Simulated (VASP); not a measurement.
Calculation: RPBE GGA, VASP's PBE PAW potentials (set 64) (plane waves; VASP).

VASP ran on this input.

**INCAR**
```
SYSTEM = TiAl
PREC = Accurate; ENCUT = 520; LREAL = .False.
LASPH = .True.
EDIFF = 1E-7; NELM = 100; ALGO = Normal
LMAXMIX = 4
ISMEAR = 1; SIGMA = 0.1
GGA = RP
IBRION = 2; NSW = 30; ISIF = 4
EDIFFG = -0.01
LWAVE = .False.; LCHARG = .False.
```

KPOINTS:
```
Automatic mesh
0
Gamma
13 13 9
0 0 0
```

File POSCAR:
```
TiAl
1
    2.8478573251     0.0000000000     0.0000000000
    0.0000000000     2.8478573251     0.0000000000
    0.0000000000     0.0000000000     4.0948897076
Ti Al
1 1
Direct
  0.0000000000   0.0000000000   0.0000000000
  0.5000000000   0.5000000000   0.5000000000
```

POTCAR, in this order: Ti_sv Al (PBE.64 set). Program: vasp_std.

The run wrote:

OSZICAR:
```
       N       E                     dE             d eps       ncg     rms          rms(c)
DAV:   1     0.903293902803E+02    0.90329E+02   -0.75050E+03  3080   0.138E+03
DAV:   2    -0.731462416988E+01   -0.97644E+02   -0.95257E+02  3110   0.336E+02
DAV:   3    -0.131201252123E+02   -0.58055E+01   -0.55249E+01  4841   0.793E+01
DAV:   4    -0.133345962639E+02   -0.21447E+00   -0.21300E+00  3957   0.132E+01
DAV:   5    -0.133430582530E+02   -0.84620E-02   -0.84531E-02  4431   0.239E+00    0.950E+00
DAV:   6    -0.119143851382E+02    0.14287E+01   -0.13354E+01  3829   0.389E+01    0.365E+00
DAV:   7    -0.117506823807E+02    0.16370E+00   -0.13890E+00  3583   0.123E+01    0.189E+00
DAV:   8    -0.117419280994E+02    0.87543E-02   -0.17010E-01  3490   0.494E+00    0.557E-01
DAV:   9    -0.117394146874E+02    0.25134E-02   -0.31232E-02  3676   0.236E+00    0.222E-01
DAV:  10    -0.117397485617E+02   -0.33387E-03   -0.16789E-03  3822   0.503E-01    0.640E-02
DAV:  11    -0.117397014860E+02    0.47076E-04   -0.52669E-04  3900   0.255E-01    0.491E-02
DAV:  12    -0.117397094106E+02   -0.79247E-05   -0.33850E-05  3645   0.729E-02    0.131E-02
DAV:  13    -0.117397092330E+02    0.17768E-06   -0.21225E-06  4035   0.129E-02    0.873E-03
DAV:  14    -0.117397096768E+02   -0.44380E-06   -0.79739E-07  3473   0.113E-02    0.187E-03
DAV:  15    -0.117397097432E+02   -0.66455E-07   -0.84972E-08  1858   0.308E-03
   1 F= -.11739710E+02 E0= -.11739633E+02  d E =-.117397E+02
```

### OUTCAR
```
------------------------ aborting loop because EDIFF is reached ----------------------------------------
  FORCE on cell =-STRESS in cart. coord.  units (eV):
  Direction    XX          YY          ZZ          XY          YZ          ZX
  --------------------------------------------------------------------------------------
  Total        0.0038313      0.0038313     -0.0052992      0.0000000      0.0000000      0.0000000
  in kB        0.1848311      0.1848311     -0.2556466      0.0000000      0.0000000      0.0000000
  external PRESSURE =       0.0380052 kB  Pullay stress =       0.0000000 kB
  volume of cell :       33.21
      direct lattice vectors                 reciprocal lattice vectors
     2.847857325  0.000000000  0.000000000     0.351141186  0.000000000  0.000000000
     0.000000000  2.847857325  0.000000000     0.000000000  0.351141186  0.000000000
     0.000000000  0.000000000  4.094889708     0.000000000  0.000000000  0.244206822
 POSITION                                       TOTAL-FORCE (eV/Angst)
 -----------------------------------------------------------------------------------
      0.00000      0.00000      0.00000         0.000000      0.000000      0.000000
      1.42393      1.42393      2.04744         0.000000      0.000000      0.000000
 -----------------------------------------------------------------------------------
    total drift:                                0.000000      0.000000      0.000000
  FREE ENERGIE OF THE ION-ELECTRON SYSTEM (eV)
  ---------------------------------------------------
  free  energy   TOTEN  =       -11.7397097432 eV

  energy  without entropy=      -11.7394790758  energy(sigma->0) =      -11.73963285

 reached required accuracy - stopping structural energy minimisation
```
(Selected blocks of OUTCAR.)

The compound is TiAl in the L1_0 structure. It was relaxed first. The electron count is odd and the run is not spin-polarised, which forces a metal.
